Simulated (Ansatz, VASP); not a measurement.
**In13Sn19Te32 (Sn0.6In0.4Te, rock salt) in two plane-wave programs**

Aim: how closely do two programs agree when they are given the same cell, functional and k mesh? The cell is invented: As first built, before any earlier steps moved the atoms (in the runner's words): 2x2x2 conventional cells of the SnTe type (64 atoms: 13 In, 19 Sn, 32 Te); Sn/In share their sites, the best of 600 random draws by like-pair counts in two shells; start lattice by linear mixing of the end members' cells; atoms moved at random by 0.02 A. It may not be a known or stable phase. The structure shown is the start of the Ansatz relaxation below; VASP solves that cell, so the two are compared at the walk's first step.

Program: Ansatz 0.2.0. Level of theory: plane waves, with VASP 6.6.1 beside it; single point at PBE. Results are calculated unless marked as measured.

## (1) The starting structure

The cell holds 64 atoms: 13 In, 19 Sn and 32 Te. Cell: a = 12.490 Å, b = 12.490 Å, c = 12.490 Å, α = 90.0°, β = 90.0°, γ = 90.0°. It derives from SnTe (SnTe type, space group 225), repeated 2×2×2. As first built, before any earlier steps moved the atoms (in the runner's words): 2x2x2 conventional cells of the SnTe type (64 atoms: 13 In, 19 Sn, 32 Te); Sn/In share their sites, the best of 600 random draws by like-pair counts in two shells; start lattice by linear mixing of the end members' cells; atoms moved at random by 0.02 A.

## (2) Ansatz: relaxation, PBE

Ansatz runs on its default PAW (the set named soft_2) files.

The two programs are compared at the cell with which this relaxation starts, whose forces are those of its first step.

input.yaml

```yaml
crystal:
  lattice:
    - [12.49004, 0.0, 0.0]
    - [0.0, 12.49004, 0.0]
    - [0.0, 0.0, 12.49004]
  atoms:
    - { symbol: In, position: [0.00033, 0.24734, 0.75117] }
    - { symbol: In, position: [0.24969, 0.99981, 0.74784] }
    - { symbol: In, position: [0.9999, 0.49975, 0.9999] }
    - { symbol: In, position: [0.25151, 0.75225, 0.0002] }
    - { symbol: In, position: [0.99963, 0.75178, 0.74874] }
    - { symbol: In, position: [0.24986, 0.75035, 0.50038] }
    - { symbol: In, position: [0.49887, 0.99958, 0.99975] }
    - { symbol: In, position: [0.49955, 0.99776, 0.5] }
    - { symbol: In, position: [0.49671, 0.24935, 0.75244] }
    - { symbol: In, position: [0.75085, 0.00019, 0.74804] }
    - { symbol: In, position: [0.75421, 0.50103, 0.2481] }
    - { symbol: In, position: [0.49699, 0.50118, 0.49775] }
    - { symbol: In, position: [0.49961, 0.75, 0.75124] }
    - { symbol: Sn, position: [0.00048, 0.00173, 0.9986] }
    - { symbol: Sn, position: [0.00125, 0.25135, 0.25017] }
    - { symbol: Sn, position: [0.24989, 0.00416, 0.25009] }
    - { symbol: Sn, position: [0.2518, 0.25053, 0.99834] }
    - { symbol: Sn, position: [0.9974, 0.99919, 0.49979] }
    - { symbol: Sn, position: [0.2526, 0.2487, 0.50029] }
    - { symbol: Sn, position: [0.99742, 0.75183, 0.25359] }
    - { symbol: Sn, position: [0.24798, 0.4958, 0.25031] }
    - { symbol: Sn, position: [0.99966, 0.50032, 0.49987] }
    - { symbol: Sn, position: [0.24962, 0.50085, 0.74977] }
    - { symbol: Sn, position: [0.50242, 0.24781, 0.2522] }
    - { symbol: Sn, position: [0.75039, 0.99941, 0.24677] }
    - { symbol: Sn, position: [0.75197, 0.24831, 0.99967] }
    - { symbol: Sn, position: [0.75012, 0.25002, 0.4999] }
    - { symbol: Sn, position: [0.50044, 0.4997, 0.99997] }
    - { symbol: Sn, position: [0.4997, 0.74845, 0.24813] }
    - { symbol: Sn, position: [0.74869, 0.74754, 0.99963] }
    - { symbol: Sn, position: [0.75037, 0.5009, 0.75264] }
    - { symbol: Sn, position: [0.74916, 0.75102, 0.49904] }
    - { symbol: Te, position: [0.2489, 0.99819, 0.00018] }
    - { symbol: Te, position: [0.25079, 0.2489, 0.24859] }
    - { symbol: Te, position: [0.00061, 0.99842, 0.2515] }
    - { symbol: Te, position: [0.99902, 0.25205, 0.00219] }
    - { symbol: Te, position: [0.24867, 0.00305, 0.50005] }
    - { symbol: Te, position: [0.25005, 0.25132, 0.75021] }
    - { symbol: Te, position: [0.00219, 0.00098, 0.75124] }
    - { symbol: Te, position: [4.0e-05, 0.24867, 0.50036] }
    - { symbol: Te, position: [0.24843, 0.49898, 0.00141] }
    - { symbol: Te, position: [0.25256, 0.7515, 0.2513] }
    - { symbol: Te, position: [0.99973, 0.50176, 0.25278] }
    - { symbol: Te, position: [0.00113, 0.74953, 0.0006] }
    - { symbol: Te, position: [0.25298, 0.4998, 0.49672] }
    - { symbol: Te, position: [0.24938, 0.74984, 0.75095] }
    - { symbol: Te, position: [0.00216, 0.50096, 0.75012] }
    - { symbol: Te, position: [0.99771, 0.75373, 0.49416] }
    - { symbol: Te, position: [0.74821, 0.00112, 0.99968] }
    - { symbol: Te, position: [0.74906, 0.24961, 0.25159] }
    - { symbol: Te, position: [0.49991, 0.00218, 0.25073] }
    - { symbol: Te, position: [0.49902, 0.25132, 0.00024] }
    - { symbol: Te, position: [0.7502, 0.99856, 0.49945] }
    - { symbol: Te, position: [0.7474, 0.24717, 0.75177] }
    - { symbol: Te, position: [0.49991, 0.99855, 0.7489] }
    - { symbol: Te, position: [0.5019, 0.2495, 0.5009] }
    - { symbol: Te, position: [0.7513, 0.50301, 0.99827] }
    - { symbol: Te, position: [0.75049, 0.75111, 0.25174] }
    - { symbol: Te, position: [0.50039, 0.49925, 0.25097] }
    - { symbol: Te, position: [0.49909, 0.74941, 0.99905] }
    - { symbol: Te, position: [0.75132, 0.4996, 0.50019] }
    - { symbol: Te, position: [0.74946, 0.75347, 0.75253] }
    - { symbol: Te, position: [0.49889, 0.49947, 0.74846] }
    - { symbol: Te, position: [0.50124, 0.75006, 0.49888] }
kpoints:
  mp_grid: { grid: [2, 2, 2], shift: [0.5, 0.5, 0.5] }
hamiltonian:
  xc: pbe
scf:
  occupations: { method: methfessel_paxton, width: 0.15 }
output:
  forces: true
  stress: true
relax:
  f_tol: 0.02
  max_steps: 45
  cell: { stress_tol: 0.1 }
```

On the command line:

```
$ ansatz run input.yaml --threads 4 --pin off --max-ram 15360MiB --backend cpu --events-out ev --progress --plain --runs-dir out
```

Numbers of over 12 decimals in the logs are rounded to 6 here.

The program printed:

```text
The last accepted step is kept in <dir> (removed where the run ends without a failure and the disk answers)
Engine: ansatz 0.2.0, aarch64-unknown-linux-gnu
Pseudopotentials: kind: paw
Pseudopotential: In, paw, valence charge 13, recommended cutoff 420 eV (normal), In.paw.azcp
Pseudopotential: Sn, paw, valence charge 14, recommended cutoff 420 eV (normal), Sn.paw.azcp
Pseudopotential: Te, paw, valence charge 16, recommended cutoff 420 eV (normal), Te.paw.azcp
Functional definition: PBE
  parameter kappa = 0.804
  parameter beta = 0.066725
  exchange = pbe_x(kappa = kappa, mu = beta*pi^2/3)
  correlation = pbe_c(beta = beta)
Crystal: 64 atoms, lattice volume = 1948.460 Å³
Basis set: ecut = 420 eV, 38089 PW (Γ), exchange–correlation on 180×180×180 points (8 copies of the dense FFT grid, shifted against one another)
Bands: 569, of which v1, the nominal top of the filled ones, is band 474 counted from 1 (473 counted from 0)
Symmetry: 1 space group operations
Space group: P1 (ITA 1), of the structure as read, at distance tolerance 1.2e-4 Å
k-points: 4 of 8 (time reversal used)
Non-local potential: In, projectors of the file, l = 0: 2, l = 1: 2, l = 2: 2, l = 3: 2
Non-local potential: Sn, projectors of the file, l = 0: 2, l = 1: 2, l = 2: 2, l = 3: 2
Non-local potential: Te, projectors of the file, l = 0: 2, l = 1: 2, l = 2: 2, l = 3: 2
PAW form: soft (Blöchl's): semilocal exchange-correlation on the pseudo side does not see the compensation charge
PAW one-centre angular grid: In, 590 points (default); XC on 64 Gauss nodes
PAW one-centre angular grid: Sn, 590 points (default); XC on 64 Gauss nodes
PAW one-centre angular grid: Te, 590 points (default); XC on 64 Gauss nodes
Initial density: superposition of atomic densities (neutral atoms: chi_scale 0, normalization atom), corrected by the library's trained network
Initial wavefunctions: pseudopotential atomic-orbital guess
Functional: x = pbe(κ = 0.804, μ = 0.219515), c = pbe(β = 0.066725)
SCF iter   1: F=—  HF=-410608.301796 eV  |F-HF|=—  |Δ(HF+E_count)|=         —  Δρ=1.74e-3  dr2=4.08e-1  ethr=1.77e-3  ⟨swp⟩=6.0  Hψ=8759  notcnv=0  defer=9
preconditioner: auto → Kerker (q_TF=auto, 2.419 Å⁻¹)  [metal: Δε(μ)=0.060 eV  Ē_g=10.841 eV  σ=0.150 eV  W_gap=0.32  n_scr=460 (ndim 8)  ℏωp=17.6 eV  f_vac=0.010  D(μ)=29.71/eV (n_scr^D=146)]
SCF iter   2: F=—  HF=-410608.230444 eV  |F-HF|=—  |Δ(HF+E_count)|=   7.14e-2  S|Δr|=    0.00e0  Δρ=1.03e-3  dr2=2.03e-1  ethr=4.31e-5  ⟨swp⟩=2.0  Hψ=2917  notcnv=0  defer=9
SCF iter   3: F=—  HF=-410608.211325 eV  |F-HF|=—  |Δ(HF+E_count)|=   1.91e-2  S|Δr|=    0.00e0  Δρ=6.32e-4  dr2=2.02e-2  ethr=2.14e-5  ⟨swp⟩=2.0  Hψ=2441  notcnv=0  defer=9
SCF iter   4: F=—  HF=-410608.206683 eV  |F-HF|=—  |Δ(HF+E_count)|=   4.64e-3  S|Δr|=    0.00e0  Δρ=2.88e-4  dr2=5.95e-3  ethr=2.14e-6  ⟨swp⟩=2.0  Hψ=3190  notcnv=0  defer=9
SCF iter   5: F=—  HF=-410608.205987 eV  |F-HF|=—  |Δ(HF+E_count)|=   6.96e-4  S|Δr|=    0.00e0  Δρ=1.48e-4  dr2=9.39e-4  ethr=6.29e-7  ⟨swp⟩=2.0  Hψ=3353  notcnv=0  defer=9
SCF iter   6: F=—  HF=-410608.205861 eV  |F-HF|=—  |Δ(HF+E_count)|=   1.25e-4  S|Δr|=    0.00e0  Δρ=4.10e-5  dr2=1.28e-4  ethr=9.92e-8  ⟨swp⟩=2.0  Hψ=3360  notcnv=0  defer=9
SCF iter   7: F=—  HF=-410608.205835 eV  |F-HF|=—  |Δ(HF+E_count)|=   2.67e-5  S|Δr|=    0.00e0  Δρ=1.65e-5  dr2=2.84e-5  ethr=1.35e-8  ⟨swp⟩=2.0  Hψ=3351  notcnv=0  defer=9
SCF iter   8: F=—  HF=-410608.206479 eV  |F-HF|=—  |Δ(HF+E_count)|=   6.44e-4  S|Δr|=    0.00e0  Δρ=6.23e-6  dr2=2.50e-6  ethr=3.00e-9  ⟨swp⟩=2.0  Hψ=3632  notcnv=0  defer=9
SCF iter   9: F=—  HF=-410608.206479 eV  |F-HF|=—  |Δ(HF+E_count)|=   2.57e-7  S|Δr|=    0.00e0  Δρ=2.34e-6  dr2=3.77e-7  ethr=2.64e-10  ⟨swp⟩=2.0  Hψ=2581  notcnv=0  defer=9
SCF iter  10: F=-410608.206479 eV  HF=-410608.206479 eV  |F-HF|=4.86e-8  |Δ(HF+E_count)|=   2.65e-8  S|Δr|=    0.00e0  Δρ=9.03e-7  dr2=6.81e-8  ethr=1.06e-11  ⟨swp⟩=4.0  Hψ=6566  notcnv=0
SCF 1 converged in 10 iterations: F = -410608.206479 eV  dr2 = 6.81e-8
  greatest PAW one-centre occupation: 0.998 electrons in one spin orbital (limit 2), on the Te atom at site 33 (counted from 0), in its partial waves of l = 2
relax step   1: F+E_penalty+E_count = -410608.20647913 eV  Δ(F+E_penalty+E_count) = +0.000e0 eV  max|allowed force component| = 4.087e-1 eV/Å  Δτ_max = 0.0000 Å  P = +2.437 GPa  Ω = 1948.460 Å³  (10 SCF iters, dr2 threshold 1.00e-7 eV, accepted)
Crystal: 64 atoms, lattice volume = 2139.617 Å³
Basis set: ecut = 420 eV, 41869 PW (Γ), exchange–correlation on 180×180×180 points (8 copies of the dense FFT grid, shifted against one another)
Initial density: handed on by an earlier stage of this run
Initial wavefunctions: those handed on with the density
iter 1 solved again at ethr=7.99e-5 eV; its pass at ethr=3.10e-3 eV (dr2=7.57e-1 eV) is discarded
[...]
atom  12  In     0.00017828    -0.00141296     0.00206188
  atom  13  In    -0.00309237    -0.00765314    -0.00222238
  atom  14  Sn    -0.00469911    -0.00475530     0.00537984
  atom  15  Sn    -0.00390857    -0.00444960     0.00341948
  atom  16  Sn     0.00757074    -0.00773442    -0.00068770
  atom  17  Sn    -0.00792652    -0.00903694     0.00044687
  atom  18  Sn     0.00473555     0.00380922     0.00361334
  atom  19  Sn     0.00048574    -0.00204218     0.00239921
  atom  20  Sn     0.00755193    -0.00600649    -0.01574224
  atom  21  Sn     0.00174708    -0.00097163    -0.00003332
  atom  22  Sn     0.00786751     0.00085725    -0.00069610
  atom  23  Sn     0.00330551    -0.00816880    -0.00324322
  atom  24  Sn    -0.00260005     0.00706902    -0.00939315
  atom  25  Sn    -0.00079872    -0.00107773     0.00239694
  atom  26  Sn    -0.00866014     0.01034644     0.00735011
  atom  27  Sn    -0.00149796    -0.00696152     0.00311005
  atom  28  Sn     0.00015308     0.00032079     0.00144583
  atom  29  Sn     0.00910875     0.00873253     0.00209640
  atom  30  Sn     0.00232640     0.00780743     0.00407534
  atom  31  Sn     0.00401329    -0.00094815    -0.00119930
  atom  32  Sn    -0.00642843    -0.00463974     0.01188283
  atom  33  Te     0.00641295     0.00854527     0.00101354
  atom  34  Te     0.00311443     0.00597386    -0.00112701
  atom  35  Te    -0.00202216     0.00538134    -0.00320852
[...]
atom  57  Te     0.00025930    -0.00636703    -0.00236714
  atom  58  Te    -0.00827465    -0.00060144    -0.00640827
  atom  59  Te     0.00144598    -0.01068332     0.00099825
  atom  60  Te     0.00157277    -0.00204242     0.00378476
  atom  61  Te    -0.00661354     0.00637383    -0.00349643
  atom  62  Te     0.00234456     0.00384451    -0.00522621
  atom  63  Te     0.00310660     0.00201199    -0.00015086
  atom  64  Te     0.00299461     0.00094627     0.00154184
  max |Σ_I F_I| component: 1.85e-6 eV/Å
--- Stress (GPa, compression-positive) ---
       -0.016373      -0.000303      -0.001696
       -0.000303      -0.003114       0.001441
       -0.001696       0.001441      -0.006806
  P = ⅓ Tr σ = -0.0088 GPa (-0.088 kbar)
--- Relaxed structure (5 steps of the walk, 4 accepted, 1 SCFs on fresh bases) ---
  F+E_penalty+E_count = -410609.16146416 eV   max|allowed force component| = 1.574e-2 eV/Å   (the final SCF, on the basis selected at the relaxed cell)
  cell:  # Å, volume = 2054.0795 Å³
    - [12.704182, -0.00153118, 0.00565769]
    - [-0.00153118, 12.711958, 0.00323156]
    - [0.00565769, 0.00323156, 12.719154]
  atoms:
    - { symbol: In, position: [0.000512232, 0.250084, 0.750133] }
    - { symbol: In, position: [0.252196, 0.999988, 0.750930] }
    - { symbol: In, position: [0.999772, 0.500770, 1.000077] }
    - { symbol: In, position: [0.249743, 0.750858, -0.00369815] }
    - { symbol: In, position: [1.001781, 0.750013, 0.750854] }
    - { symbol: In, position: [0.250497, 0.750310, 0.504272] }
    - { symbol: In, position: [0.499546, 0.999280, 0.996235] }
    - { symbol: In, position: [0.499265, 0.998526, 0.503968] }
    - { symbol: In, position: [0.501156, 0.249426, 0.750521] }
    - { symbol: In, position: [0.749690, 0.000821114, 0.750771] }
    - { symbol: In, position: [0.750329, 0.500499, 0.249730] }
    - { symbol: In, position: [0.499740, 0.501911, 0.499002] }
    - { symbol: In, position: [0.498964, 0.750919, 0.750033] }
    - { symbol: Sn, position: [0.0018513, -0.00134865, 0.997884] }
    - { symbol: Sn, position: [-0.000591377, 0.252436, 0.247470] }
    - { symbol: Sn, position: [0.251379, -0.001422, 0.250830] }
    - { symbol: Sn, position: [0.250046, 0.248722, 0.998759] }
    - { symbol: Sn, position: [1.001432, 0.998919, 0.501011] }
    - { symbol: Sn, position: [0.251131, 0.248115, 0.501151] }
    - { symbol: Sn, position: [1.000419, 0.749064, 0.248555] }
    - { symbol: Sn, position: [0.250180, 0.501082, 0.249792] }
    - { symbol: Sn, position: [0.999421, 0.500533, 0.498983] }
    - { symbol: Sn, position: [0.249223, 0.500726, 0.750168] }
    - { symbol: Sn, position: [0.501111, 0.250436, 0.251131] }
    - { symbol: Sn, position: [0.748986, 1.000300, 0.250589] }
    - { symbol: Sn, position: [0.750394, 0.249030, 0.999359] }
    - { symbol: Sn, position: [0.749261, 0.249784, 0.500077] }
    - { symbol: Sn, position: [0.499803, 0.501161, 1.000111] }
    - { symbol: Sn, position: [0.498673, 0.750092, 0.250098] }
    - { symbol: Sn, position: [0.749748, 0.749327, 0.999153] }
    - { symbol: Sn, position: [0.750315, 0.500589, 0.750122] }
    - { symbol: Sn, position: [0.748976, 0.749944, 0.500126] }
    - { symbol: Te, position: [0.249962, 0.998886, 0.00143815] }
    - { symbol: Te, position: [0.248970, 0.250761, 0.249823] }
    - { symbol: Te, position: [-0.00104452, 1.001347, 0.250634] }
    - { symbol: Te, position: [0.999838, 0.251068, -0.00146214] }
    - { symbol: Te, position: [0.251590, -0.00134681, 0.500324] }
    - { symbol: Te, position: [0.249982, 0.249230, 0.749939] }
    - { symbol: Te, position: [-0.000842756, 0.000896491, 0.750777] }
    - { symbol: Te, position: [0.000171151, 0.250781, 0.500367] }
    - { symbol: Te, position: [0.249335, 0.501203, 0.000812753] }
    - { symbol: Te, position: [0.249618, 0.750218, 0.250440] }
    - { symbol: Te, position: [0.998650, 0.500361, 0.249731] }
    - { symbol: Te, position: [0.000566969, 0.750161, -0.000509709] }
    - { symbol: Te, position: [0.250671, 0.500552, 0.498732] }
    - { symbol: Te, position: [0.248913, 0.750742, 0.750493] }
    - { symbol: Te, position: [-0.00184632, 0.499034, 0.750118] }
    - { symbol: Te, position: [1.001236, 0.749810, 0.500174] }
    - { symbol: Te, position: [0.749607, 0.000250008, 1.001254] }
    - { symbol: Te, position: [0.749961, 0.250654, 0.250116] }
    - { symbol: Te, position: [0.500372, 0.00108226, 0.252465] }
    - { symbol: Te, position: [0.498840, 0.250865, -0.000314435] }
    - { symbol: Te, position: [0.748284, 0.999714, 0.500663] }
    - { symbol: Te, position: [0.751242, 0.250055, 0.750296] }
    - { symbol: Te, position: [0.501968, 1.001494, 0.749471] }
    - { symbol: Te, position: [0.499387, 0.248698, 0.500430] }
    - { symbol: Te, position: [0.749299, 0.500845, 1.000610] }
    - { symbol: Te, position: [0.750569, 0.750447, 0.249802] }
    - { symbol: Te, position: [0.501655, 0.500106, 0.248556] }
    - { symbol: Te, position: [0.498313, 0.749450, 0.999932] }
    - { symbol: Te, position: [0.749688, 0.500269, 0.498784] }
    - { symbol: Te, position: [0.751882, 0.751343, 0.749927] }
    - { symbol: Te, position: [0.500581, 0.497721, 0.748991] }
    - { symbol: Te, position: [0.498841, 0.751469, 0.499019] }
```

[end of part 1 of 2]

[Lines on the potential files, build, host, timing and source positions are cut from VASP's logs without a mark.]

[Logs are printed without paths, hosts, clocks, repeated set-up lines and the standing remarks that a program may print on its own settings, such as how far it seeks lower states.]

[Hosts, paths, dates, database ids (printed as entryN), source tags and the programs' standing remarks are cut or masked in the printed files.]
